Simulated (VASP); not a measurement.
These are PBE GGA with D4 dispersion, VASP's PBE PAW potentials (set 64) (plane waves; VASP) values and carry that method's errors.

The input files of a VASP run:

### INCAR
```
SYSTEM = Rh
PREC = Accurate
ENCUT = 520
EDIFF = 1E-7
NELM = 100
ALGO = Normal
LREAL = .FALSE.
LASPH = .TRUE.
ISMEAR = 1
SIGMA = 0.1
GGA = PE
IVDW = 13
LMAXMIX = 4
LWAVE = .FALSE.
LCHARG = .FALSE.
ISIF = 2
```

**POSCAR**
```
Rh
1.0
  0.0000000000   1.8750979379   1.8750979379
  1.8750979379   0.0000000000   1.8750979379
  1.8750979379   1.8750979379   0.0000000000
Rh
1
Cart
  0.0000000000   0.0000000000   0.0000000000
```

### KPOINTS
```
Automatic mesh
0
Gamma
16 16 16
0 0 0
```

POTCAR, in this order: Rh_pv (PBE.64 set). Program: vasp_std.

Problem. Predict the energy per atom (σ→0), dispersion energy, pressure, band gap (on the k-mesh).

Solution. 
```
Item                                                         Value
------------------------  ----------------------------------------
energy per atom (σ→0)                               -8.086 eV/atom
dispersion energy                                        -0.878 eV
band gap (on the k-mesh)  none (metal, semimetal or under 0.01 eV)
pressure                                                  9.56 GPa
```

**OSZICAR**
```
...
DAV:   5    -0.769578551492E+01   -0.13351E-03   -0.13351E-03  3648   0.449E-01    0.113E+01
DAV:   6    -0.723345373001E+01    0.46233E+00   -0.10412E+00  3313   0.153E+01    0.417E+00
DAV:   7    -0.721260279072E+01    0.20851E-01   -0.29705E-02  3601   0.233E+00    0.186E+00
DAV:   8    -0.720893343785E+01    0.36694E-02   -0.50109E-03  3334   0.115E+00    0.253E-01
DAV:   9    -0.720871831236E+01    0.21513E-03   -0.26687E-04  3679   0.270E-01    0.202E-02
DAV:  10    -0.720872270657E+01   -0.43942E-05   -0.36109E-06  3620   0.256E-02    0.324E-03
DAV:  11    -0.720872261627E+01    0.90295E-07   -0.53533E-07  3598   0.109E-02
   1 F= -.80863491E+01 E0= -.80862576E+01  d E =-.274577E-03
```

The compound is Rh in the fcc structure. This cell is one point of a volume scan, at 0.97 of the reference volume.
